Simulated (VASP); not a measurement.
Crystal: Sr2CaCoO6.

```xyz
10
Lattice="0.0000 3.9922 3.9922 3.9922 0.0000 3.9922 3.9922 3.9922 0.0000" Properties=species:S:1:pos:R:3 pbc="T T T"
Ca    0.0000    0.0000    0.0000
Sr    1.9961    1.9961    1.9961
Sr    5.9883    5.9883    5.9883
O     1.9961    3.9922    3.9922
O     3.9922    1.9961    3.9922
O     5.9883    3.9922    3.9922
O     3.9922    5.9883    3.9922
O     3.9922    3.9922    1.9961
O     3.9922    3.9922    5.9883
Co    3.9922    3.9922    3.9922
```

The cell was built by a generator and needn't be a form met in nature.

Base run:

- Program: VASP 6.6.1
- Functional: PBEsol
- Potentials or basis: VASP PAW PBE potentials, release 64 (Ca_sv, Sr_sv, O, Co)
- Cutoff: 520 eV
- k mesh: 4 × 4 × 4
- Occupations: gaussian, width 0.0503 eV
- Spin: no spin polarisation

Its results: band gap on the k mesh none (metal or under the smearing width); pressure 0.2 GPa.

Problem. The run is repeated on the same cell with these changes: functional from PBEsol to r2SCAN. What comes out?

Solution. Band gap on the k mesh none (metal or under the smearing width); pressure 3.1 GPa.

Caveats: the PAW data sets were made with another functional, which shifts forces and pressure a little; an odd number of electrons without spin polarisation forces a metal; a magnetic or distorted state may lie lower; the run has no spin polarisation, though such a crystal can be magnetic; semilocal functionals often make such compounds metallic where correlation or magnetic order opens a gap, which also shifts bond lengths.
